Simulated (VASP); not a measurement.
Set up this calculation in VASP 6.6.1, as the native input.

* Task: single point
* Functional: r2SCAN
* Potentials or basis: VASP PAW PBE potentials, release 64 (B, Bi_d)
* Cutoff: 520 eV
* k mesh: 8 × 8 × 8
* Occupations: gaussian, width 0.01 eV
* Spin: no spin polarisation
* Dipole correction: no
* Further INCAR settings: ALGO = Normal; EDIFF = 1e-06; NBANDS = 16

BiB:

```
CELL_PARAMETERS angstrom
-0.01372 2.73115 2.73115
2.73115 -0.01372 2.73115
2.73115 2.73115 -0.01372
ATOMIC_POSITIONS crystal
B 0.99973 0.99973 0.99973
Bi 0.25027 0.25027 0.25027
```

The cell was built by a generator and needn't be a form met in nature.

The cell isn't the ideal one: shear_111 strain -0.8%.

The input as run:

POSCAR

```
BiB
1.0
   -0.0137243723      2.7311500964      2.7311500964
    2.7311500964     -0.0137243723      2.7311500964
    2.7311500964      2.7311500964     -0.0137243723
B Bi
1 1
Direct
   -0.0002690072     -0.0002690072     -0.0002690072
    0.2502690072      0.2502690072      0.2502690072
```

INCAR.step1

```
ALGO = Normal
EDIFF = 1E-4
ENCUT = 520
GGA = PE
ISMEAR = 0
LASPH = T
LCHARG = F
LREAL = F
LWAVE = T
NBANDS = 16
NELM = 100
PREC = Accurate
SIGMA = 0.01
```

INCAR.step2

```
ALGO = Normal
EDIFF = 1E-6
ENCUT = 520
ISIF = 2
ISMEAR = 0
ISTART = 1
LASPH = T
LCHARG = F
LMIXTAU = T
LREAL = F
LWAVE = F
METAGGA = R2SCAN
NBANDS = 16
NELM = 100
PREC = Accurate
SIGMA = 0.01
```

KPOINTS

```
k-points
0
Gamma
  8 8 8
```

Potentials or basis: VASP PAW PBE potentials, release 64 (B, Bi_d).

Run with:

```bash
$ cat potpaw_PBE.64/B/POTCAR potpaw_PBE.64/Bi_d/POTCAR > POTCAR
$ cp INCAR.step1 INCAR
$ mpirun -np 1 vasp_std > vasp.out
$ cp INCAR.step2 INCAR
$ mpirun -np 1 vasp_std > vasp.out
```

It gave:

```json
{"Pressure": "0.5 GPa", "Band gap on the k mesh": "0.42 eV, direct"}
```

Caveat: the PAW data sets were made with another functional, which shifts forces and pressure a little; spin-orbit coupling is left out, which as a rule narrows the gap of such compounds by several tenths of an eV.

Wall time 4.5 min on 1 thread of AMD EPYC 7R43 64-Core Processor (Zen 3), with other jobs on the host, peak memory 0.16 GiB.
